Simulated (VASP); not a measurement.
Given:

```xyz
63
Lattice="7.1466 0.0000 0.0000 0.0000 7.1466 0.0000 0.0000 0.0000 7.1466" Properties=species:S:1:pos:R:3 pbc="T T T"
C      3.5733     0.0000     0.0000
C      4.5085     0.8922     0.9045
C      5.3866     1.7885    -0.0204
C      6.2220     2.6380     0.9172
C      5.3540    -0.0342     1.8247
C      6.2306     0.8847     2.6595
C      0.0000     0.0000     0.0000
C      0.8933     0.8933     0.8933
C      1.7866     1.7866     0.0000
C      2.7264     2.7261     0.8621
C      3.5256     3.5437     0.0200
C      4.4946     4.4188     0.9011
C      5.3599     5.3599     0.0000
C      6.2532     6.2532     0.8933
C      1.7866     0.0000     1.7866
C      2.6769     0.9416     2.6698
C      3.6047     1.7913     1.8138
C      5.3584     3.5261     1.7452
C      6.2143     4.4417     2.7265
C      3.5865     0.0317     3.5799
C      4.4802     0.9246     4.5093
C      5.4013     1.8192     3.5326
C      6.2393     2.6334     4.4712
C      5.3599     0.0000     5.3599
C      6.2532     0.8933     6.2532
C      0.0000     3.5733     0.0000
C      0.8933     4.4666     0.8933
C      1.7866     5.3599     0.0000
C      2.6800     6.2532     0.8933
C      0.0000     1.7866     1.7866
C      0.8933     2.6800     2.6800
C      1.8217     3.5748     1.7813
C      2.7101     4.4186     2.6872
C      3.5644     5.4085     1.8168
C      4.4666     6.2532     2.6800
C      0.0000     0.0000     3.5733
C      0.8933     0.8933     4.4666
C      1.8266     1.7696     3.5315
C      2.6826     2.6961     4.5060
C      4.4876     4.4868     4.4934
C      5.4074     5.3473     3.5315
C      6.2532     6.2532     4.4666
C      1.7866     0.0000     5.3599
C      2.6800     0.8933     6.2532
C      3.5474     1.7451     5.3907
C      4.4666     2.6800     6.2532
C      5.3910     3.5822     5.4015
C      6.2532     4.4666     6.2532
C      0.0000     5.3599     1.7866
C      0.8933     6.2532     2.6800
C      0.0000     3.5733     3.5733
C      0.8933     4.4666     4.4666
C      1.7866     5.3599     3.5733
C      2.6800     6.2532     4.4666
C      0.0000     1.7866     5.3599
C      0.8933     2.6800     6.2532
C      1.7866     3.5733     5.3599
C      2.6800     4.4666     6.2532
C      3.5733     5.3599     5.3599
C      4.4666     6.2532     6.2532
C      0.0000     5.3599     5.3599
C      0.8933     6.2532     6.2532
B      3.6199     3.6003     3.5992
```
Cell charge +1.

Computed with PBE GGA, VASP's PBE PAW potentials (set 64) (plane waves; VASP). Run with PREC = Normal, LREAL = Auto, ISYM = 0, NELECT = 250.0, EDIFF = 1E-5, 400 eV cut-off, 1×1×1 Γ-centred mesh, Gaussian smearing of 0.050 eV, potentials C B.

The cell is charged, with a uniform compensating background. The supercell is sampled at Γ alone, which is coarse: total energies, pressure and levels can be off, energies of defects by several tenths of an eV.

Problem. The ions are relaxed. Predict the relaxed structure.

Solution. 
```xyz
63
Lattice="7.1466 0.0000 0.0000 0.0000 7.1466 0.0000 0.0000 0.0000 7.1466" Properties=species:S:1:pos:R:3 pbc="T T T"
C      3.5679     7.1345     7.1387
C      4.4662     0.9138     0.9181
C      5.3557     1.7943     0.0074
C      6.2357     2.6837     0.9185
C      5.3556     0.0036     1.7984
C      6.2358     0.9139     2.6886
C      0.0049     7.1448     0.0021
C      0.8899     0.8958     0.8997
C      1.7835     1.7692     7.1411
C      2.6915     2.6884     0.9099
C      3.5819     3.5677     0.0012
C      4.4614     4.4583     0.9107
C      5.3809     5.3659     7.1415
C      6.2543     6.2596     0.8998
C      1.7835     7.1372     1.7732
C      2.6916     0.9064     2.6921
C      3.4944     1.7134     1.7171
C      5.4354     3.6549     1.7181
C      6.2436     4.4582     2.6924
C      3.5823     7.1441     3.5720
C      4.4614     0.9066     4.4627
C      5.4364     1.7141     3.6598
C      6.2438     2.6884     4.4625
C      5.3810     7.1369     5.3701
C      6.2542     0.8956     6.2635
C      0.0153     3.5816     7.1390
C      0.8942     4.4657     0.8896
C      1.7961     5.3539     7.1420
C      2.6842     6.2557     0.8893
C      7.1463     1.7940     1.7987
C      0.8957     2.6805     2.6844
C      1.7850     3.5742     1.7813
C      2.6753     4.4748     2.6357
C      3.5757     5.3656     1.7814
C      4.4695     6.2543     2.6843
C      0.0153     7.1346     3.5863
C      0.8944     0.8851     4.4696
C      1.7850     1.7772     3.5780
C      2.6755     2.6315     4.4787
C      4.5188     4.4750     4.4790
C      5.3731     5.3652     3.5782
C      6.2650     6.2558     4.4698
C      1.7962     7.1380     5.3583
C      2.6841     0.8850     6.2603
C      3.5758     1.7771     5.3697
C      4.4695     2.6807     6.2585
C      5.3732     3.5745     5.3699
C      6.2650     4.4656     6.2603
C      0.0127     5.3659     1.7734
C      0.8937     6.2559     2.6849
C      0.0060     3.5678     3.5719
C      0.9002     4.4615     4.4652
C      1.7954     5.3551     3.5710
C      2.6887     6.2501     4.4652
C      0.0129     1.7692     5.3699
C      0.8940     2.6808     6.2601
C      1.7951     3.5671     5.3589
C      2.6886     4.4614     6.2538
C      3.5830     5.3550     5.3589
C      4.4692     6.2558     6.2602
C      0.0120     5.3541     5.3583
C      0.8992     6.2508     6.2551
B      3.5290     3.6218     3.6257
```
Cell charge +1.

Problem. How much energy does the relaxation gain?

Solution. The energy (σ→0) changes by -38.3 meV/atom, in 13 ionic steps.

The cell is a supercell with a defect, built from C (diamond): B_C-vac_C, charge +1. The run is not spin-polarised, so no state with unpaired spins was tried.
